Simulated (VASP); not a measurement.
```
Ho
1.0
    3.16148     0.00000     0.00000
    0.00000     3.16148     0.00000
    0.00000     0.00000     3.16148
Ho
1
Direct
  0.00000   0.00000   0.00000
```

Level of theory: PBEsol GGA, VASP's PBE PAW potentials (set 64) (plane waves; VASP 6.6.1). Settings: 480 eV cut-off, 10×10×10 Γ-centred mesh, first-order Methfessel-Paxton smearing of 0.10 eV, potentials Ho_3.

The 4f electrons are frozen in the core of the lanthanide potential, so 4f levels, which can set the real gap, and their magnetism are missing. Energy and stress use the plane-wave basis of the starting cell.

Question: The ions, cell shape and volume at an external pressure of 2.0 GPa are relaxed. Give the cell that the relaxation ends in.

Answer: 
```
Ho
1.0
    3.10469     0.00000     0.00000
    0.00000     3.10469     0.00000
    0.00000     0.00000     3.10469
Ho
1
Direct
  0.00000   0.00000   0.00000
```
Space group Pm-3m (221), at a tolerance of 0.03 Å.

Question: How do energy and volume change from the first to the last step?

Answer: The energy (σ→0) changes by +10.4 meV/atom and the volume by -5.3 %, in 3 ionic steps.

| step | E(σ→0) (eV) | max force (eV/Å) | pressure (GPa) | volume (Å³) |
|---|---|---|---|---|
| 1 | -4.1354 | 0.000 | 0.00 | 31.60 |
| 2 | -4.1237 | 0.000 | 2.13 | 29.83 |
| 3 | -4.1250 | 0.000 | 2.01 | 29.93 |

The structure was generated: Ho was put into the simple-cubic type (Pm-3m), which need not be its known phase. This run relaxes it under an external pressure of 2 GPa. Symmetry was kept, so distortions that lower it aren't found.
